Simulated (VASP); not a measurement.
**InPd with PBEsol: from relaxation to properties**

Aim: relax InPd, then compute properties on the relaxed cell. The steps: relaxing cell and atoms (PBEsol), second relaxation, single point with fields (PBEsol), bands along the symmetry lines (PBEsol), total and projected DOS (PBEsol), zone-centre phonons (PBEsol) and field gradients at the nuclei (PBEsol). The start is a computed cell from the Materials Project.

Method: PBEsol; plane waves and PAW (In_d, Pd), in VASP 6.6.1.

This is a report of a sequence of runs, with most program output left out.

## Step 1: The starting structure

Before any relaxation, the start is as follows. Symmetry: Pm-3m, No. 221, cubic system. Conventional cell: a = 3.272 Å, b = 3.272 Å, c = 3.272 Å, α = 90.00°, β = 90.00°, γ = 90.00°. Nearest to In lie 8 Pd at 2.83 Å. Pd has 8 In at 2.83 Å nearest. Farther neighbours are not listed.

## Step 2: Relaxing cell and atoms (PBEsol)

The start need not lie at this functional's minimum. ISIF = 3 frees volume, shape and positions, and EDIFFG sets the threshold on forces and stress at which the search stops. PBEsol restores the gradient expansion of exchange and is tuned for the cells of solids.

INCAR

```
SYSTEM = InPd
PREC = Accurate
ENCUT = 400
EDIFF = 1E-06
NELM = 100
ISMEAR = 1
SIGMA = 0.2
LREAL = .FALSE.
ALGO = Normal
GGA = PS
NBANDS = 17
LASPH = .TRUE.
LORBIT = 11
LWAVE = .FALSE.
LCHARG = .FALSE.
KPAR = 2
IBRION = 2
NSW = 60
ISIF = 3
EDIFFG = -0.01
```

POSCAR

```
InPd
1.0
    3.2718847800      0.0000000000      0.0000000000
    0.0000000000      3.2718847800      0.0000000000
    0.0000000000      0.0000000000      3.2718847800
In Pd
1 1
Direct
    0.0000000000      0.0000000000      0.0000000000
    0.5000000000      0.5000000000      0.5000000000
```

KPOINTS

```
Automatic mesh
0
Gamma
6 6 6
0 0 0
```

PAW data sets: In_d and Pd (PBE family, release 64).

Launch:

```console
$ mpirun -np 2 vasp_std
```

Wall time 11 s (2 MPI ranks of Intel Xeon Platinum 8259CL at 2.50GHz (Skylake/Cascade Lake), shared host); peak memory 0.27 GiB; 19 s of CPU time.

This run has no spin polarisation. Its electron count is odd, so without a moment it is a metal by construction. The k-mesh is coarse for a metal. The PAW data sets were made with PBE, which is usual practice but a small mismatch for other functionals. The run keeps the 48 symmetry operations of its start, so it cannot find a distortion of lower symmetry.

Relaxation path:

```csv
step,energy less that of the first step (eV),largest force (eV/Å),pressure (GPa),volume (Å³)
1,0.0000,0.0000,-2.72,35.03
2,0.0007,0.0000,3.20,33.54
3,-0.0066,0.0000,0.01,34.29
```

```csv
"conventional cell, symmetrised",before,after,change
a (Å),3.272,3.249,-0.7 %
b (Å),3.272,3.249,-0.7 %
c (Å),3.272,3.249,-0.7 %
volume (Å³/atom),17.51,17.14,-2.1 %
```

The relaxed structure:

```
In Pd
1.0
     3.24866    0.00000    0.00000
     0.00000    3.24866    0.00000
     0.00000    0.00000    3.24866
In Pd
1 1
Direct
  0.00000 0.00000 0.00000
  0.50000 0.50000 0.50000
```

Numbers from this step:

```yaml
electrons: 23
bands: 17
irreducible_k_points: 20
symmetry_operations: 48
free_energy_toten: -9.971 eV
energy_at_zero_smearing: -9.972 eV
fermi_energy: 10.67 eV
pressure: 0.01139 GPa
metallic: yes
scf_cycles_over_all_ionic_steps: 27
```

It ends with forces that vanish by symmetry and a pressure of 0.01 GPa.

## Step 3: Second relaxation

The basis stayed that of the start cell while the cell moved. A rerun from the cell reached resets it; the error of the finite cutoff stays.

INCAR is that of step 2.

POSCAR

```
InPd
1.0
    3.2486621846      0.0000000000      0.0000000000
    0.0000000000      3.2486621846      0.0000000000
    0.0000000000      0.0000000000      3.2486621846
In Pd
1 1
Direct
    0.0000000000      0.0000000000      0.0000000000
    0.5000000000      0.5000000000      0.5000000000
```

KPOINTS is that of step 2.

Launch:

```console
$ mpirun -np 2 vasp_std
```

Run time: 4.4 s. Hardware: 2 MPI ranks; peak memory 0.26 GiB.

Little changed from the start: no atom moved by 0.005 Å and no cell edge by 0.1 %.

Numbers from this step:

```yaml
free_energy_toten: -9.970 eV
energy_at_zero_smearing: -9.971 eV
pressure: 0.01582 GPa
scf_cycles_over_all_ionic_steps: 11
```

It ends with forces that vanish by symmetry and a pressure of 0.02 GPa. The volume moved by under 0.01 %: the run met its threshold at the first step.

## Step 4: Single point with fields (PBEsol)

The relaxed cell gets a fresh self-consistent run, on a basis set for its own volume, to fix the density and to check the remaining stress.

Edit INCAR of step 3 so:

```diff
@@ -14,7 +14,5 @@
 LWAVE = .FALSE.
-LCHARG = .FALSE.
-KPAR = 2
-IBRION = 2
-NSW = 60
-ISIF = 3
-EDIFFG = -0.01
+LCHARG = .TRUE.
+ISIF = 2
+LELF = .TRUE.
+LVHAR = .TRUE.
```

POSCAR is that of step 3.

KPOINTS is that of step 3.

Launch:

```console
$ mpirun -np 2 vasp_std
```

The job ended after 4.8 s (2 MPI ranks; peak memory 0.23 GiB; 8 s of CPU time).

Numbers from this step:

```yaml
scf_cycles: 11
bands: 18
pressure: 0.02243 GPa
```

Valence electrons inside each PAW sphere by angular momentum. Sphere charges, by row:

```csv
atom,s (e),p (e),d (e),tot (e)
In1,0.812,0.765,9.903,11.48
Pd2,0.421,0.441,8.646,9.508
```

ELF in the ac plane at fractional y = 0.000, with atoms of In within 0.2 Å of it. It is the smooth field of the valence electrons, not physical close to the nuclei.

Ten even steps from '_' (0.01) to '@' (0.32):
```
______--%%@@####%%%%####@@%%--____
____::**@@@@**##%%%%##**@@@@**::__
::--**@@@@####%%%%%%%%####@@@@**--
##%%@@@@%%####%%%%%%%%####%%@@@@%%
@@@@@@######%%########%%######@@@@
####**####%%####****####%%####**##
**####%%%%####********####%%%%####
##%%%%%%%%##************##%%%%%%%%
##%%%%%%%%##************##%%%%%%%%
**####%%%%####********####%%%%####
####**####%%####****####%%####**##
@@@@@@######%%########%%######@@@@
##%%@@@@%%####%%%%%%%%####%%@@@@%%
::--**@@@@####%%%%%%%%####@@@@**--
____::**@@@@**##%%%%##**@@@@**::__
______--%%@@####%%%%####@@%%--____
++____::##@@##**####**##@@##::____
```
Columns run along a (3.2 Å), rows up along c (3.2 Å). Atoms in or near the plane, at fractional coordinates: In at (0.00, 0.00).

Valence density in the ac plane at fractional y = 0.000, with atoms of In within 0.2 Å of it. It is the smooth field of the valence electrons, not physical close to the nuclei.

Ten even steps from '0' (0 e/Å³) to '9' (12 e/Å³):
```
87521000000001257
55310000000000135
32100000000000012
11000000000000001
00000000000000000
00000000000000000
00000000000000000
00000000000000000
00000000000000000
00000000000000000
00000000000000000
00000000000000000
11000000000000001
32100000000000012
55310000000000135
87521000000001257
98531000000001358
```
Columns run along a (3.2 Å), rows up along c (3.2 Å). Atoms in or near the plane, at fractional coordinates: In at (0.00, 0.00).

Electrostatic potential energy in the ac plane at fractional y = 0.000, with atoms of In within 0.2 Å of it. With pseudopotentials it is smooth inside the atoms' cores, unlike the true potential.

Ten even steps from '_' (-90 eV) to '@' (2 eV):
```
______::++##@@@@@@@@@@@@##++::____
____..==**%%@@@@@@@@@@@@%%**==..__
::::==++##@@@@@@@@@@@@@@@@##++==::
++++**##%%@@@@@@@@@@@@@@@@%%##**++
####%%@@@@@@@@@@@@@@@@@@@@@@@@%%##
@@@@@@@@@@@@@@@@@@@@@@@@@@@@@@@@@@
@@@@@@@@@@@@@@@@@@@@@@@@@@@@@@@@@@
@@@@@@@@@@@@@@@@@@@@@@@@@@@@@@@@@@
@@@@@@@@@@@@@@@@@@@@@@@@@@@@@@@@@@
@@@@@@@@@@@@@@@@@@@@@@@@@@@@@@@@@@
@@@@@@@@@@@@@@@@@@@@@@@@@@@@@@@@@@
####%%@@@@@@@@@@@@@@@@@@@@@@@@%%##
++++**##%%@@@@@@@@@@@@@@@@%%##**++
::::==++##@@@@@@@@@@@@@@@@##++==::
____..==**%%@@@@@@@@@@@@%%**==..__
______::++##@@@@@@@@@@@@##++::____
______::++##@@@@@@@@@@@@##++::____
```
Columns run along a (3.2 Å; values clipped at the 3rd and 97th percentile), rows up along c (3.2 Å). Atoms in or near the plane, at fractional coordinates: In at (0.00, 0.00).

In this run the pressure is 0.02 GPa, small enough to go on.

## Step 5: Bands along the symmetry lines (PBEsol)

The mesh alone shows little of the dispersion and can miss band extrema, so KPOINTS_OPT adds a path through the symmetry points after the self-consistent cycle.

INCAR

```
SYSTEM = InPd
PREC = Accurate
ENCUT = 400
EDIFF = 1E-06
NELM = 100
ISMEAR = 1
SIGMA = 0.2
LREAL = .FALSE.
ALGO = Normal
GGA = PS
NBANDS = 23
LASPH = .TRUE.
LORBIT = 11
LWAVE = .FALSE.
LCHARG = .FALSE.
KPAR = 2
```

POSCAR is that of step 4.

KPOINTS is that of step 4.

KPOINTS_OPT

```
Line mode
16
Line-mode
Reciprocal
  0.00000000   0.00000000   0.00000000 GAMMA
  0.00000000   0.50000000   0.00000000 X

  0.00000000   0.50000000   0.00000000 X
  0.50000000   0.50000000   0.00000000 M

  0.50000000   0.50000000   0.00000000 M
  0.00000000   0.00000000   0.00000000 GAMMA

  0.00000000   0.00000000   0.00000000 GAMMA
  0.50000000   0.50000000   0.50000000 R

  0.50000000   0.50000000   0.50000000 R
  0.00000000   0.50000000   0.00000000 X

  0.50000000   0.50000000   0.00000000 M
  0.50000000   0.50000000   0.50000000 R
```

Launch:

```console
$ mpirun -np 2 vasp_std
```

Run time: 15 s. Hardware: 2 MPI ranks; peak memory 0.28 GiB.

Spin-orbit coupling is off here; with elements this heavy it splits and shifts levels by tenths of an eV or more.

Numbers from this step:

```
bands    : 23
pressure : 0.01051 GPa
```

The electronic bands at the labelled points (eV, zero at the Fermi level; # counts the bands kept):

```csv
point,#3,#4,#5,#6,#7,#8,#9,#10
Γ,-3.96,-2.36,-2.36,-2.36,4.19,4.19,4.19,9.63
0.47 of the way,-3.96,-2.89,-2.89,-2.40,0.70,5.82,5.82,10.14
X,-3.96,-3.39,-3.39,-2.45,-1.18,9.70,9.70,9.96
0.47 of the way,-3.57,-3.12,-3.07,-2.60,-1.19,4.62,5.88,9.66
M,-2.78,-2.78,-2.46,-2.46,-1.77,1.52,2.48,9.57
0.47 of the way,-3.56,-3.33,-2.97,-2.61,0.86,2.17,7.62,8.61
Γ,-3.96,-2.36,-2.36,-2.36,4.19,4.19,4.19,9.63
0.47 of the way,-3.76,-3.03,-3.02,-3.02,2.79,2.81,2.81,10.31
R,-5.05,-1.73,-1.73,-0.04,3.76,3.76,3.76,4.45
0.53 of the way,-4.06,-3.16,-2.67,-1.60,-0.87,4.23,5.70,6.35
X,-3.96,-3.39,-3.39,-2.45,-1.18,9.70,9.70,9.96
jump to M,-2.78,-2.78,-2.46,-2.46,-1.77,1.52,2.48,9.57
0.53 of the way,-4.51,-2.69,-1.75,0.49,0.49,0.90,2.75,6.00
R,-5.05,-1.73,-1.73,-0.04,3.76,3.76,3.76,4.45
```

Of the projections kept (In, Pd), the largest for each band there; the rest of the weight can lie on other orbitals:

```csv
point,#3,#4,#5,#6,#7,#8,#9,#10
Γ,Pd 0.97,Pd 0.99,Pd 0.99,Pd 0.99,In 0.62,In 0.62,In 0.62,Pd 0.52
X,Pd 1.00,Pd 0.95,Pd 0.95,Pd 1.00,Pd 0.94,In 0.70,In 0.70,In 1.00
M,Pd 0.97,Pd 0.97,In 0.58,In 0.58,Pd 1.00,Pd 0.59,Pd 0.86,In 1.00
Γ,Pd 0.97,Pd 0.99,Pd 0.99,Pd 0.99,In 0.62,In 0.62,In 0.62,Pd 0.52
R,Pd 0.82,Pd 1.00,Pd 1.00,In 1.00,Pd 0.72,Pd 0.72,Pd 0.72,Pd 0.54
X,Pd 1.00,Pd 0.95,Pd 0.95,Pd 1.00,Pd 0.94,In 0.70,In 0.70,In 1.00
```

There is no gap at this level.

## Step 6: Total and projected DOS (PBEsol)

A density of states needs more k-points than a total energy; ISMEAR = -5 takes tetrahedra, and LORBIT projects the states on the PAW spheres. The mesh is finer than in the run before.

Edit INCAR of step 5 so:

```diff
@@ -5,3 +5,3 @@
 NELM = 100
-ISMEAR = 1
+ISMEAR = -5
 SIGMA = 0.2
@@ -16 +16,2 @@
 KPAR = 2
+NEDOS = 2001
```

POSCAR is that of step 5.

KPOINTS

```
Automatic mesh
0
Gamma
9 9 9
0 0 0
```

Launch:

```console
$ mpirun -np 2 vasp_std
```

The job ended after 8.4 s (2 MPI ranks; peak memory 0.28 GiB; 15 s of CPU time).

With tetrahedra the forces and stress of a metal are not exact derivatives of the energy.

This step gave:

- SCF cycles: 12
- irreducible k-points: 35
- free energy (TOTEN): -10.00 eV
- Fermi energy: 10.70 eV
- pressure: -0.1539 GPa
- DOS at the Fermi level: 0.7758 states/eV/cell

The density of states has structure finer than the step of the table below, so its rows give means over 1 eV, whole bins alone (the curve runs from -12.0 to 7.90 eV). Peaks (eV: height): total -3.9: 4.95, -3.2: 6.32, -3.0: 5.26, -2.5: 7.07; Pd d -3.9: 3.92, -3.2: 5.41, -3.0: 4.56, -2.5: 6.32; In p -4.4: 0.416, -3.2: 0.193, -1.0: 0.154, 5.7: 0.246; Pd p -4.4: 0.0984, -2.5: 0.105, 4.6: 0.127, 6.4: 0.122; In s -6.5: 0.360, 0.1: 0.216, 2.4: 0.221.

States under -12.0 eV and over 7.9 eV are left out. Table of density of states by energy, zero at the Fermi level; means over each step; values in states/eV/cell:

```csv
energy (eV),total,Pd d,In p,Pd p,In s,Pd s
-11,0,0,0,0,0,0
-10,0.0827,1.8e-4,0.00134,0.00155,0.0329,0.0180
-9,0.233,0.00346,0.00813,0.00981,0.0893,0.0428
-8,0.372,0.0211,0.0176,0.0245,0.140,0.0481
-7,0.785,0.136,0.0333,0.0556,0.290,0.0452
-6,0.531,0.205,0.0318,0.0184,0.145,0.0105
-5,0.838,0.409,0.123,0.0271,0.0233,0.0631
-4,2.99,2.12,0.232,0.0748,0.0168,0.0599
-3,4.50,3.88,0.128,0.0675,0.0101,0.0258
-2,1.37,1.11,0.0428,0.0491,0.0113,0.0176
-1,0.876,0.515,0.0910,0.0610,0.0251,0.0522
0,0.752,0.321,0.104,0.0749,0.0600,0.0420
1,0.463,0.136,0.0796,0.0546,0.0510,0.0303
2,0.724,0.191,0.0977,0.0636,0.158,0.0489
3,0.783,0.152,0.123,0.0771,0.118,0.0995
4,0.850,0.134,0.161,0.115,0.0710,0.103
5,0.836,0.127,0.202,0.115,0.0380,0.0782
6,0.911,0.131,0.237,0.110,0.0289,0.0885
7,0.817,0.103,0.218,0.108,0.0199,0.0635
```

The finer mesh and the other smearing move the Fermi level by +0.03 eV from the 6×6×6 run, a small shift, which tests the Fermi level alone. Of the states within 0.3 eV of the Fermi level, the largest shares in the PAW spheres are Pd d 41 %, In p 14 % and Pd p 10 %. The rest lies in smaller channels or between the spheres.

## Step 7: Zone-centre phonons (PBEsol)

Zone-centre modes test whether the atoms sit at a minimum within this cell. IBRION = 8 takes the force constants from linear response, which needs tightly converged orbitals.

INCAR

```
SYSTEM = InPd
PREC = Accurate
ENCUT = 400
EDIFF = 1E-08
NELM = 100
ISMEAR = 1
SIGMA = 0.2
LREAL = .FALSE.
ALGO = Normal
GGA = PS
NBANDS = 17
LASPH = .TRUE.
LORBIT = 11
LWAVE = .FALSE.
LCHARG = .FALSE.
KPAR = 2
IBRION = 8
ISIF = 2
```

POSCAR is that of step 6.

KPOINTS

```
Automatic mesh
0
Gamma
12 12 12
0 0 0
```

Launch:

```console
$ mpirun -np 2 vasp_std
```

The job ended after 1.8 min (2 MPI ranks; peak memory 0.62 GiB).

Energies printed during the response cycles are not total energies of the cell.

This step gave:

```yaml
bands: 17
irreducible_k_points: 84
pressure_of_the_cell: -0.2634 GPa
largest_force_of_the_cell: 0 eV/Å
fermi_energy: 10.67 eV
```

The modes at Γ (shares of kinetic energy by element, %):

```csv
mode,frequency (cm⁻¹),symmetry,In %,Pd %
1,-0.2,acoustic,52,48
2,-0.2,acoustic,52,48
3,-0.2,acoustic,52,48
4,144.6,T1u,48,52
5,144.6,T1u,48,52
6,144.6,T1u,48,52
```

Displacements in mode 4 (144.6 cm⁻¹), the largest set to 1:
```
In1  0.00  0.00 -0.92
Pd2  0.00  0.00  1.00
```

The three acoustic modes lie within 0.2 cm⁻¹ of zero, and all others are real. By the characters of their eigenvectors the optical modes sort into (cm⁻¹) infrared active: T1u 145.

## Step 8: Field gradients at the nuclei (PBEsol)

Field gradients probe how far the charge around each nucleus departs from cubic symmetry; LASPH keeps the non-spherical terms inside the spheres.

Edit INCAR of step 7 so:

```diff
@@ -3,3 +3,3 @@
 ENCUT = 400
-EDIFF = 1E-08
+EDIFF = 1E-07
 NELM = 100
@@ -16,3 +16,2 @@
 KPAR = 2
-IBRION = 8
-ISIF = 2
+LEFG = .TRUE.
```

POSCAR is that of step 7.

KPOINTS

```
Automatic mesh
0
Gamma
6 6 6
0 0 0
```

Launch:

```console
$ mpirun -np 2 vasp_std
```

The job ended after 5.2 s (2 MPI ranks; peak memory 0.26 GiB; 8.9 s of CPU time).

This step gave:

```yaml
scf_cycles: 13
irreducible_k_points: 20
free_energy_toten: -9.970 eV
pressure: -0.04545 GPa
```

Electric field gradients, by row:

```csv
atom,Vxx (V/Å²),Vyy (V/Å²),Vzz (V/Å²),asymmetry
In1,0,0,0,-
Pd2,0,0,0,-
```

All gradients vanish within the noise.

The run ends at a pressure of -0.05 GPa.

## Step 9: Summary of results

* relaxed volume: 17.14 Å³/atom
* relaxed conventional cell a, b, c: 3.249, 3.249, 3.249 Å
* space group after relaxing, within 0.02 Å: Pm-3m (No. 221)
* band gap: none, a metal
* DOS at the Fermi level: 0.776 states/eV/cell
* highest zone-centre mode: 145 cm⁻¹
* largest field gradient Vzz: zero within the noise on all sites

**Reading.** With PBEsol, InPd relaxes to 17.14 Å³/atom in space group Pm-3m (held by the symmetry of the run) and comes out as a metal. Bands along the symmetry lines (PBEsol): Of the bands kept, 2 cross the Fermi level on this path. Zone-centre phonons (PBEsol): The highest mode in this list at Γ, 144.6 cm⁻¹, has its largest share on Pd (52 % of the kinetic energy). Spin-orbit coupling is left out, and with elements this heavy it would split and shift bands near the Fermi level. The k-sampling is coarse for a metal, so the Fermi level, pressures and the shape of the cell carry errors. With an odd electron count and no spin the cell is a metal by construction. Modes at Γ alone can't show that the crystal is stable at other wave vectors. No search among competing phases was made, and a listed structure need not be the one stable at ambient conditions. All values are for a static lattice at zero temperature.

[Lines on the potential files, build, host, timing and source positions are cut from VASP's logs without a mark.]

[Logs are printed without paths, hosts, clocks, repeated set-up lines and the standing remarks that a program may print on its own settings, such as how far it seeks lower states.]

[Hosts, paths, dates, database ids (printed as entryN), source tags and the programs' standing remarks are cut or masked in the printed files.]

[A measured line is paired with the nearest computed mode of its activity, which favours agreement.]
